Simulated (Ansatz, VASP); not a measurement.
**Cross-check of TiB2 (TiB2 strained to the junction's net) between VASP and Ansatz**

Aim: how closely do two programs agree when they are given the same cell, functional and k mesh? The structure shown is the end of the Ansatz relaxation below.

Calculated with Ansatz 0.2.0; plane waves, with VASP 6.6.1 beside it; single point at PBE.

**1. Starting point**

Symmetry: P6/mmm, No. 191, hexagonal system. Conventional cell: a = 3.125 Å, b = 3.125 Å, c = 3.181 Å, α = 90.00°, β = 90.00°, γ = 120.00°. Nearest to Ti lie 12 B at 2.41 Å. Nearest to B lie 3 B at 1.80 Å and 6 Ti at 2.41 Å. Farther neighbours are not listed.

Structure file:

```cif
data_structure
_symmetry_space_group_name_H-M 'P 1'
_symmetry_Int_Tables_number 1
_cell_length_a 3.1250
_cell_length_b 3.1250
_cell_length_c 3.1809
_cell_angle_alpha 90.000
_cell_angle_beta 90.000
_cell_angle_gamma 120.000
_cell_volume 26.90
loop_
_atom_site_label
_atom_site_type_symbol
_atom_site_fract_x
_atom_site_fract_y
_atom_site_fract_z
_atom_site_occupancy
Ti1 Ti 0.00000 0.00000 0.00000 1
B2 B 0.33333 0.66667 0.50000 1
B3 B 0.66667 0.33333 0.50000 1
```

**2. Ansatz: relaxation, PBE**

Ansatz runs on its default PAW (the set named soft_2) files.

This run makes the geometry at which the two programs are then compared.

The input, input.yaml:

```yaml
crystal:
  lattice:
    - [3.125, 0.0, 0.0]
    - [-1.5625, 2.7063293868, 0.0]
    - [0.0, 0.0, 3.1591105611]
  atoms:
    - { symbol: Ti, position: [0.0, 0.0, 0.0] }
    - { symbol: B, position: [0.3333333333, 0.6666666667, 0.5] }
    - { symbol: B, position: [0.6666666667, 0.3333333333, 0.5] }
kpoints:
  mp_grid: { grid: [12, 12, 10] }
scf:
  occupations: { method: fermi_dirac, width: 0.1 }
  max_iter: 150
hamiltonian:
  xc: pbe
relax:
  f_tol: 0.01
  max_steps: 40
  cell: { fix: [a, b, angles] }
```

Run with:

```bash
$ ansatz run input.yaml --threads 4 --pin off --max-ram 12288MiB --backend cpu --events-out ev --progress --plain --runs-dir out
```

Numbers of over 12 decimals in the logs are rounded to 6 here.

Output:

```text
Engine: ansatz 0.2.0, aarch64-unknown-linux-gnu
Pseudopotentials: kind: paw
Pseudopotential: Ti, paw, valence charge 12, recommended cutoff 420 eV (normal), Ti.paw.azcp
Pseudopotential: B, paw, valence charge 3, recommended cutoff 420 eV (normal), B.paw.azcp
Functional definition: PBE
  parameter kappa = 0.804
  parameter beta = 0.066725
  exchange = pbe_x(kappa = kappa, mu = beta*pi^2/3)
  correlation = pbe_c(beta = beta)
Crystal: 3 atoms, lattice volume = 26.717 Å³
Basis set: ecut = 420 eV, 527 PW (Γ), exchange–correlation on 48×48×48 points (8 copies of the dense FFT grid, shifted against one another)
Bands: 13, of which v1, the nominal top of the filled ones, is band 9 counted from 1 (8 counted from 0)
Symmetry: 24 space group operations
Space group: P6/mmm (ITA 191), of the structure as read, at distance tolerance 3.0e-5 Å
k-points: 114 of 1440
Non-local potential: Ti, projectors of the file, l = 0: 3, l = 1: 2, l = 2: 3, l = 3: 1
Non-local potential: B, projectors of the file, l = 0: 2, l = 1: 2, l = 2: 1
PAW form: soft (Blöchl's): semilocal exchange-correlation on the pseudo side does not see the compensation charge
PAW one-centre angular grid: Ti, 590 points (default); XC on 64 Gauss nodes
PAW one-centre angular grid: B, 110 points (default); XC on 64 Gauss nodes
Initial density: superposition of atomic densities (neutral atoms: chi_scale 0, normalization atom), corrected by the library's trained network
Initial wavefunctions: pseudopotential atomic-orbital guess
Functional: x = pbe(κ = 0.804, μ = 0.219515), c = pbe(β = 0.066725)
SCF iter   1: F=—  HF=-2814.605593 eV  |F-HF|=—  |Δ(HF+E_count)|=         —  Δρ=3.26e-3  dr2=2.47e-3  ethr=1.77e-3  ⟨swp⟩=4.3  Hψ=7182  notcnv=0
preconditioner: auto → none  [metal: Δε(μ)=0.083 eV  Ē_g=7.928 eV  σ=0.100 eV  W_gap=0.20  n_scr=8 (ndim 8)  ℏωp=22.7 eV  f_vac=0.000  D(μ)=0.40/eV (n_scr^D=0)  sad-step TF]
SCF iter   2: F=—  HF=-2814.604954 eV  |F-HF|=—  |Δ(HF+E_count)|=   6.39e-4  Δρ=1.83e-3  dr2=8.43e-4  ethr=1.37e-5  ⟨swp⟩=1.1  Hψ=2425  notcnv=0
SCF iter   3: F=—  HF=-2814.604810 eV  |F-HF|=—  |Δ(HF+E_count)|=   1.45e-4  Δρ=1.43e-4  dr2=5.40e-6  ethr=4.68e-6  ⟨swp⟩=2.4  Hψ=1938  notcnv=0
SCF iter   4: F=—  HF=-2814.604812 eV  |F-HF|=—  |Δ(HF+E_count)|=   2.26e-6  Δρ=3.13e-5  dr2=2.12e-7  ethr=3.00e-8  ⟨swp⟩=2.5  Hψ=2465  notcnv=0
iter 5 did not close the SCF: its close was put off for the readings that it lacked (scf_convergence_deferred on its scf_iter line)
SCF iter   5: F=-2814.604812 eV  HF=-2814.604812 eV  |F-HF|=1.16e-10  |Δ(HF+E_count)|=   3.65e-9  Δρ=2.79e-6  dr2=8.85e-10  ethr=1.18e-9  ⟨swp⟩=3.0  Hψ=2540  notcnv=0
SCF iter   6: F=-2814.604812 eV  HF=-2814.604812 eV  |F-HF|=2.27e-12  |Δ(HF+E_count)|=  2.65e-10  Δρ=4.17e-7  dr2=2.94e-11  ethr=4.92e-12  ⟨swp⟩=1.0  Hψ=4465  notcnv=0
SCF 1 converged in 6 iterations: F = -2814.604812 eV  dr2 = 2.94e-11
  greatest PAW one-centre occupation: 0.999 electrons in one spin orbital (limit 2), on the Ti atom at site 0 (counted from 0), in its partial waves of l = 0
relax step   1: F+E_penalty+E_count = -2814.60481191 eV  Δ(F+E_penalty+E_count) = +0.000e0 eV  max|allowed force component| = 1.912e-16 eV/Å  Δτ_max = 0.0000 Å  P = -10.848 GPa  Ω = 26.717 Å³  fix = [a, b, alpha, beta, gamma]  reactions: a -17.711, b -17.711 GPa  (6 SCF iters, dr2 threshold 1.00e-7 eV, accepted)
[...]
relax step   2: F+E_penalty+E_count = -2814.60618513 eV  Δ(F+E_penalty+E_count) = -1.373e-3 eV  max|allowed force component| = 3.577e-16 eV/Å  Δτ_max = 0.0000 Å  P = -12.287 GPa  Ω = 26.920 Å³  energy of the carried Pulay correction = -2.500e-4 eV  fix = [a, b, alpha, beta, gamma]  reactions: a -18.286, b -18.286 GPa  (6 SCF iters, dr2 threshold 3.00e-7 eV, accepted)
[...]
relax step   3: F+E_penalty+E_count = -2814.60622483 eV  Δ(F+E_penalty+E_count) = -3.970e-5 eV  max|allowed force component| = 4.163e-16 eV/Å  Δτ_max = 0.0000 Å  P = -12.159 GPa  Ω = 26.901 Å³  energy of the carried Pulay correction = -2.273e-4 eV  fix = [a, b, alpha, beta, gamma]  reactions: a -18.236, b -18.236 GPa  (6 SCF iters, dr2 threshold 2.09e-7 eV, accepted)
[...]
relax step   4: F+E_penalty+E_count = -2814.60645907 eV  Δ(F+E_penalty+E_count) = -2.342e-4 eV  max|allowed force component| = 4.163e-16 eV/Å  Δτ_max = 0.0000 Å  P = -12.149 GPa  Ω = 26.901 Å³  fix = [a, b, alpha, beta, gamma]  reactions: a -18.230, b -18.230 GPa  stress off target by 1.34e-2 GPa on what of the cell is left free  SCF on the basis re-selected at this cell (its energy is not comparable with the rows above)  (7 SCF iters)
basis re-selected at this cell: Δ(F+E_penalty+E_count) = -2.342e-4 eV, ΔP = +0.010 GPa vs the last step (what re-selecting the basis moved, of the pressure what is left beyond the Pulay correction that the steps carried, after the strain that the cell walked since its last selection, with what the two solves' SCF thresholds leave and, on support functions, any second-order correction that the steps lacked; it is no m [...]
SCF converged after 7 iterations
Free energy (F): -2814.606459 eV
Harris-Foulkes:  -2814.606459 eV  (|F-HF|=4.55e-13)
Internal energy: -2814.592801 eV  (E = F + TS)
E sigma→0 (E₀):  -2814.599630 eV
Entropy (-TS):   -0.013659 eV (-4.553 meV/atom)
Fermi energy:    14.416314 eV
--- Per-component energies (eV) ---
  E_band       = -106.219817
  E_kinetic    = 371.653012
  E_local      = -815.231783  (includes V_loc(G=0)·N_el)
  E_nonlocal   = 28.434427
  E_hartree    = 342.730938
  E_xc         = -163.730252
  E_vxc        = -201.006593  (∫ρ·V_xc dr)
  E_paw        = -1204.307420  (= ΣΔE_a)
  E_vpaw       = -175.530849  (= ΣTr[D̂ρ^β])
  E_aug_tail   = 0.000092  (compensation charges beyond the density's cutoff)
  E_ewald      = -1374.141815
  E_smearing   = -0.013659  (= −TS)
  E_closure    = -0.000000  (closes the sum)
  Σ components = -2814.606459   (vs F -2814.606459, Δ=0.00e0)
--- Forces (eV/Å), atoms counted from 1 ---
  atom   1  Ti     0.00000000    -0.00000000     0.00000000
  atom   2  B      0.00000000     0.00000000    -0.00000000
  atom   3  B      0.00000000    -0.00000000     0.00000000
  max |Σ_I F_I| component: 3.70e-17 eV/Å
--- Stress (GPa, compression-positive) ---
      -18.229874       0.000000      -0.000000
        0.000000     -18.229874       0.000000
       -0.000000       0.000000       0.013390
  P = ⅓ Tr σ = -12.1488 GPa (-121.488 kbar)
--- Relaxed structure (3 steps of the walk, 3 accepted, 1 SCFs on fresh bases) ---
  F+E_penalty+E_count = -2814.60645907 eV   max|allowed force component| = 4.163e-16 eV/Å   (the final SCF, on the basis selected at the relaxed cell)
  cell:  # Å, volume = 26.9014 Å³
    - [3.125000, 0, 0]
    - [-1.562500, 2.706329, 0]
    - [0, 0, 3.180853]
  atoms:
    - { symbol: Ti, position: [0, 0, 0.0] }
    - { symbol: B, position: [0.333333, 0.666667, 0.500000] }
    - { symbol: B, position: [0.666667, 0.333333, 0.500000] }
```

In the SCF lines HF is the Harris–Foulkes energy and dr2 the Hartree energy of the density residual, in eV; the loop may stop once dr2 is under the threshold and the program's other checks hold. Hψ counts applications of the Hamiltonian.

**3. VASP: single point, PBE**

The same cell, functional, mesh and smearing now go to VASP, with its own data sets.

Lines of VASP's logs that name or quote its potential files are left out, and so is its time.

The input, INCAR:

```
SYSTEM = TiB2
PREC = Accurate
ENCUT = 500
EDIFF = 1E-06
NELM = 120
ISMEAR = -1
SIGMA = 0.1
LREAL = .FALSE.
ALGO = Normal
GGA = PE
NBANDS = 15
LASPH = .TRUE.
LORBIT = 11
LWAVE = .FALSE.
LCHARG = .FALSE.
ISIF = 2
GGA_COMPAT = .FALSE.
```

The input, POSCAR:

```
TiB2
1.0
    3.1250000000      0.0000000000      0.0000000000
   -1.5625000000      2.7063293868      0.0000000000
    0.0000000000      0.0000000000      3.1808532774
Ti B
1 2
Direct
    0.0000000000      0.0000000000      0.0000000000
    0.3333333333      0.6666666667      0.5000000000
    0.6666666667      0.3333333333      0.5000000000
```

The input, KPOINTS:

```
Automatic mesh
0
Gamma
12 12 10
0 0 0
```

The projector-augmented-wave data sets are Ti_sv and B (PBE family, release 64).

Run with:

```bash
$ mpirun -np 1 vasp_std
```

Output:

```text
[banner, memory and clock lines left out]
running    1 mpi-ranks, on    1 nodes
 distrk:  each k-point on    1 cores,    1 groups
 distr:  one band on    1 cores,    1 groups

 POSCAR found type information on POSCAR TiB
 POSCAR found :  2 types and       3 ions
 LDA part: xc-table for (Slater+PW92), standard interpolation
 POSCAR, INCAR and KPOINTS ok, starting setup
 FFT: planning ... GRIDC
 FFT: planning ... GRID_SOFT
 FFT: planning ... GRID
 WAVECAR not read
 entering main loop
       N       E                     dE             d eps       ncg     rms          rms(c)
DAV:   1     0.119667799473E+03    0.11967E+03   -0.89467E+03  3420   0.133E+03
DAV:   2    -0.216094688019E+02   -0.14128E+03   -0.13710E+03  3616   0.347E+02
DAV:   3    -0.289920695768E+02   -0.73826E+01   -0.72276E+01  5020   0.775E+01
DAV:   4    -0.291711172451E+02   -0.17905E+00   -0.17886E+00  4160   0.109E+01
DAV:   5    -0.291762498247E+02   -0.51326E-02   -0.51324E-02  5080   0.160E+00    0.158E+01
DAV:   6    -0.243638310058E+02    0.48124E+01   -0.21626E+01  4815   0.500E+01    0.364E+00
DAV:   7    -0.243460239093E+02    0.17807E-01   -0.12885E+00  3766   0.131E+01    0.310E+00
DAV:   8    -0.243474208492E+02   -0.13969E-02   -0.10725E-01  5667   0.288E+00    0.789E-01
DAV:   9    -0.243440370203E+02    0.33838E-02   -0.47363E-02  4281   0.281E+00    0.262E-01
DAV:  10    -0.243433970132E+02    0.64001E-03   -0.35621E-03  4147   0.739E-01    0.569E-02
DAV:  11    -0.243434564752E+02   -0.59462E-04   -0.56625E-04  4826   0.275E-01    0.669E-02
DAV:  12    -0.243434113052E+02    0.45170E-04   -0.15526E-04  4012   0.160E-01    0.183E-02
DAV:  13    -0.243434110610E+02    0.24423E-06   -0.90463E-06  5117   0.272E-02
   1 F= -.24343411E+02 E0= -.24336567E+02  d E =-.136878E-01
```

From OUTCAR (step 3):

```text
ion  position               nearest neighbor table
   1  0.000  0.000  0.000-   2 2.41   3 2.41   2 2.41   3 2.41   2 2.41   2 2.41   3 2.41   3 2.41
                             3 2.41   3 2.41   2 2.41   2 2.41
   2  0.333  0.667  0.500-   3 1.80   3 1.80   3 1.80   1 2.41   1 2.41   1 2.41   1 2.41   1 2.41
                             1 2.41
   3  0.667  0.333  0.500-   2 1.80   2 1.80   2 1.80   1 2.41   1 2.41   1 2.41   1 2.41   1 2.41
                             1 2.41

  LATTYP: Found a hexagonal cell.
 ALAT       =     3.1250000000
 C/A-ratio  =     1.0178730488

 Subroutine GETGRP returns: Found 24 space group operations
 (whereof 24 operations were pure point group operations)

The static configuration has the point symmetry D_6h.

 Found    114 irreducible k-points:

   k-points           NKPTS =    114   k-points in BZ     NKDIM =    114   number of bands    NBANDS=     15

   dimension x,y,z NGX =    24 NGY =   24 NGZ =   24
   dimension x,y,z NGXF=    48 NGYF=   48 NGZF=   48

   ENCUT  =  500.0 eV  36.75 Ry    6.06 a.u.   5.70  5.70  5.80*2*pi/ulx,y,z

   NELECT =      18.0000    total number of electrons

 k-points in reciprocal lattice and weights: Automatic mesh
   0.00000000  0.00000000  0.00000000       0.001
   0.08333333  0.00000000  0.00000000       0.004
   0.16666667  0.00000000  0.00000000       0.004
   0.25000000  0.00000000  0.00000000       0.004
   0.33333333  0.00000000  0.00000000       0.004
   0.41666667  0.00000000  0.00000000       0.004
   0.50000000  0.00000000  0.00000000       0.002
   0.08333333  0.08333333  0.00000000       0.004
   0.16666667  0.08333333  0.00000000       0.008
[...]
0.33333333  0.25000000  0.50000000       0.008
   0.33333333  0.33333333  0.50000000       0.001

 average (electrostatic) potential at core
       1 -71.5378       2 -23.0498       3 -23.0498

 E-fermi :   9.4848

 k-point     1 :       0.0000    0.0000    0.0000
  band No.  band energies     occupation
    ...
      5      -3.6891      2.00000
      6       6.7098      2.00000
      7       6.7098      2.00000
      8       7.6127      2.00000
      9       7.7136      2.00000
     10      11.2932      0.00000
     11      11.2932      0.00000
     12      13.1987      0.00000
     13      13.1987      0.00000
     14      14.7075      0.00000
    ...

 k-point     2 :       0.0833    0.0000    0.0000
  band No.  band energies     occupation
    ...
      5      -3.5626      2.00000
      6       6.3384      2.00000
      7       6.6914      2.00000
      8       7.5955      2.00000
      9       7.6570      2.00000
     10      11.2600      0.00000
     11      11.5338      0.00000
     12      12.6239      0.00000
     13      12.6990      0.00000
     14      15.2376      0.00000
    ...

 k-point     3 :       0.1667    0.0000    0.0000
  band No.  band energies     occupation
    ...
      5      -3.1895      2.00000
      6       5.3914      2.00000
      7       6.6266      2.00000
      8       7.3367      2.00000
      9       7.7494      2.00000
     10      11.1705      0.00000
     11      11.8795      0.00000
     12      12.1185      0.00000
     13      12.1260      0.00000
     14      15.7862      0.00000
    ...

  Total       -3.0223746     -3.0223746      0.0430805      0.0000000      0.0000000      0.0000000
  in kB     -180.0049997   -180.0049997      2.5657674      0.0000000      0.0000000      0.0000000
  external PRESSURE =    -119.1480773 kB  Pullay stress =       0.0000000 kB

  energy-cutoff  :      500.00
  volume of cell :       26.90
      direct lattice vectors                 reciprocal lattice vectors
     3.125000000  0.000000000  0.000000000     0.320000000  0.184752086  0.000000000
    -1.562500000  2.706329387  0.000000000     0.000000000  0.369504172  0.000000000
     0.000000000  0.000000000  3.180853277     0.000000000  0.000000000  0.314381052

 POSITION                                       TOTAL-FORCE (eV/Angst)
 -----------------------------------------------------------------------------------
      0.00000      0.00000      0.00000         0.000000      0.000000      0.000000
     -0.00000      1.80422      1.59043         0.000000     -0.000000      0.000000
      1.56250      0.90211      1.59043        -0.000000      0.000000      0.000000
 -----------------------------------------------------------------------------------
    total drift:                               -0.000000      0.000000      0.000000

  FREE ENERGIE OF THE ION-ELECTRON SYSTEM (eV)
  ---------------------------------------------------
  free  energy   TOTEN  =       -24.3434110610 eV

  energy  without entropy=      -24.3297232408  energy(sigma->0) =      -24.33656715

 total charge
# of ion       s       p       d       tot
------------------------------------------
    1        2.167   6.192   2.002  10.362
    2        0.668   1.257   0.000   1.925
    3        0.668   1.257   0.000   1.925
--------------------------------------------------
tot          3.503   8.706   2.002  14.211

[... 3 further parts left out ...]
```

The run ends at a pressure of -11.91 GPa.

**4. Side by side**

Known differences besides the potentials themselves: the cutoff is 420 eV in Ansatz and 500 eV in VASP; Ansatz's pressure holds a Pulay correction, VASP's none. Total energies have different zeros and are not compared.

Both answers:

| quantity | Ansatz | VASP | difference |
| --- | --- | --- | --- |
| pressure (GPa) | -12.15 | -11.91 | -0.23 |

**5. Results**

| Quantity | Value |
| --- | --- |
| difference in pressure (single point, PBE) | -0.23 GPa |

In words: The difference in pressure is -0.23 GPa (single point, PBE), within the 1 GPa picked in this series as the mark of a large difference. Such differences can come from data sets, numerical settings and the points named under the comparisons, not from the functional's error against experiment.

[Lines on the potential files, build, host, timing and source positions are cut from VASP's logs without a mark.]

[Logs are printed without paths, hosts, clocks, repeated set-up lines and the standing remarks that a program may print on its own settings, such as how far it seeks lower states.]

[Hosts, paths, dates, database ids (printed as entryN), source tags and the programs' standing remarks are cut or masked in the printed files.]
